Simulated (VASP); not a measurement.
```yaml
crystal:
  lattice:
    - [0.00000, 3.50000, 3.50000]
    - [3.50000, 0.00000, 3.50000]
    - [3.50000, 3.50000, 0.00000]
  atoms:
    - { symbol: Ba, position: [0.00000, 0.00000, 0.00000] }
    - { symbol: Te, position: [0.50000, 0.50000, 0.50000] }
```

All values below come from G0W0 on PBE orbitals, VASP's PBE PAW potentials (set 64) (plane waves; VASP 6.6.1). Settings: PREC = Normal, 500 eV cut-off, 4×4×4 Γ-centred mesh, Gaussian smearing of 0.010 eV, potentials Ba_sv_GW Te_GW.

The mesh is coarse and the basis finite, so the quasiparticle values are not converged.

NBANDS = 160, ENCUTGW = 200 eV, NOMEGA = 64. The PBE levels (eV) that the step starts from are:

| state | KS energy | filling |
|---|---|---|
| k1 (0.00, 0.00, 0.00), band 5 | -6.02 | 2 |
| k1 (0.00, 0.00, 0.00), band 6 | 3.46 | 2 |
| k1 (0.00, 0.00, 0.00), band 7 | 3.46 | 2 |
| k1 (0.00, 0.00, 0.00), band 8 | 3.46 | 2 |
| k1 (0.00, 0.00, 0.00), band 9 | 6.44 | 0 |
| k1 (0.00, 0.00, 0.00), band 10 | 6.46 | 0 |
| k1 (0.00, 0.00, 0.00), band 11 | 6.46 | 0 |
| k1 (0.00, 0.00, 0.00), band 12 | 6.46 | 0 |
| k5 (0.50, 0.25, 0.00), band 5 | -5.54 | 2 |
| k5 (0.50, 0.25, 0.00), band 6 | 1.92 | 2 |
| k5 (0.50, 0.25, 0.00), band 7 | 2.51 | 2 |
| k5 (0.50, 0.25, 0.00), band 8 | 2.72 | 2 |
| k5 (0.50, 0.25, 0.00), band 9 | 6.18 | 0 |
| k5 (0.50, 0.25, 0.00), band 10 | 8.46 | 0 |
| k5 (0.50, 0.25, 0.00), band 11 | 8.75 | 0 |
| k5 (0.50, 0.25, 0.00), band 12 | 8.93 | 0 |
| k8 (-0.25, 0.50, 0.25), band 5 | -5.61 | 2 |
| k8 (-0.25, 0.50, 0.25), band 6 | 2.23 | 2 |
| k8 (-0.25, 0.50, 0.25), band 7 | 2.57 | 2 |
| k8 (-0.25, 0.50, 0.25), band 8 | 2.57 | 2 |
| k8 (-0.25, 0.50, 0.25), band 9 | 6.99 | 0 |
| k8 (-0.25, 0.50, 0.25), band 10 | 6.99 | 0 |
| k8 (-0.25, 0.50, 0.25), band 11 | 8.35 | 0 |
| k8 (-0.25, 0.50, 0.25), band 12 | 8.65 | 0 |

Give the quasiparticle energies and renormalisation factors Z.

| state | QP energy (eV) | Z |
|---|---|---|
| k1 (0.00, 0.00, 0.00), band 5 | -6.70 | 0.68 |
| k1 (0.00, 0.00, 0.00), band 6 | 2.73 | 0.76 |
| k1 (0.00, 0.00, 0.00), band 7 | 2.73 | 0.76 |
| k1 (0.00, 0.00, 0.00), band 8 | 2.73 | 0.76 |
| k1 (0.00, 0.00, 0.00), band 9 | 6.75 | 0.78 |
| k1 (0.00, 0.00, 0.00), band 10 | 6.87 | 0.77 |
| k1 (0.00, 0.00, 0.00), band 11 | 6.87 | 0.77 |
| k1 (0.00, 0.00, 0.00), band 12 | 6.87 | 0.77 |
| k5 (0.50, 0.25, 0.00), band 5 | -6.21 | 0.70 |
| k5 (0.50, 0.25, 0.00), band 6 | 1.08 | 0.74 |
| k5 (0.50, 0.25, 0.00), band 7 | 1.72 | 0.74 |
| k5 (0.50, 0.25, 0.00), band 8 | 1.95 | 0.75 |
| k5 (0.50, 0.25, 0.00), band 9 | 6.49 | 0.77 |
| k5 (0.50, 0.25, 0.00), band 10 | 8.97 | 0.75 |
| k5 (0.50, 0.25, 0.00), band 11 | 9.41 | 0.74 |
| k5 (0.50, 0.25, 0.00), band 12 | 9.62 | 0.75 |
| k8 (-0.25, 0.50, 0.25), band 5 | -6.26 | 0.70 |
| k8 (-0.25, 0.50, 0.25), band 6 | 1.43 | 0.74 |
| k8 (-0.25, 0.50, 0.25), band 7 | 1.75 | 0.75 |
| k8 (-0.25, 0.50, 0.25), band 8 | 1.75 | 0.75 |
| k8 (-0.25, 0.50, 0.25), band 9 | 7.38 | 0.76 |
| k8 (-0.25, 0.50, 0.25), band 10 | 7.38 | 0.76 |
| k8 (-0.25, 0.50, 0.25), band 11 | 8.88 | 0.76 |
| k8 (-0.25, 0.50, 0.25), band 12 | 9.41 | 0.75 |
On the mesh the gap opens from 1.59 to 2.54 eV.

The compound is BaTe in the rock salt structure. The cell was not relaxed at this level.
